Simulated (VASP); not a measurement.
Input:

```xyz
3
Lattice="1.5358 -2.6601 0.0000 1.5358 2.6601 0.0000 0.0000 0.0000 3.4734" Properties=species:S:1:pos:R:3 pbc="T T T"
Mg     0.0000     0.0000     0.0000
B      1.5358     0.8867     1.7367
B      1.5358    -0.8867     1.7367
```

All values below come from PBEsol GGA, VASP's PBE PAW potentials (set 64) (plane waves; VASP 6.6.1). Settings: 600 eV cut-off, 10×10×8 Γ-centred mesh, first-order Methfessel-Paxton smearing of 0.10 eV, potentials Mg B.

Energy and stress use the plane-wave basis of the starting cell.

Question: The ions, cell shape and volume at an external pressure of 20.0 GPa are relaxed. Give the cell that the relaxation ends in.

Answer: 
```xyz
3
Lattice="1.4923 -2.5848 0.0000 1.4923 2.5848 0.0000 0.0000 0.0000 3.2964" Properties=species:S:1:pos:R:3 pbc="T T T"
Mg     0.0000     0.0000     0.0000
B      1.4923     0.8616     1.6482
B      1.4923    -0.8616     1.6482
```
Space group P6/mmm (191), at a tolerance of 0.03 Å.

Question: How do energy and volume change from the first to the last step?

Answer: The energy (σ→0) changes by +56.8 meV/atom and the volume by -10.4 %, in 9 ionic steps.

| step | E(σ→0) (eV) | max force (eV/Å) | pressure (GPa) | volume (Å³) |
|---|---|---|---|---|
| 1 | -16.2229 | 0.000 | 0.07 | 28.38 |
| 2 | -15.7469 | 0.000 | 38.05 | 23.82 |
| 3 | -16.0620 | 0.000 | 19.84 | 25.59 |
| 4 | -16.0553 | 0.000 | 20.31 | 25.53 |
| 5 | -16.0517 | 0.000 | 20.37 | 25.43 |
| 6 | -16.0479 | 0.000 | 20.39 | 25.39 |
| 7 | -16.0471 | 0.000 | 20.39 | 25.39 |
| 8 | -16.0568 | 0.000 | 19.69 | 25.47 |
| 9 | -16.0525 | 0.000 | 20.01 | 25.43 |

The compound is MgB2 in the AlB2 type structure. This run relaxes it under an external pressure of 20 GPa. Symmetry was kept, so distortions that lower it aren't found.
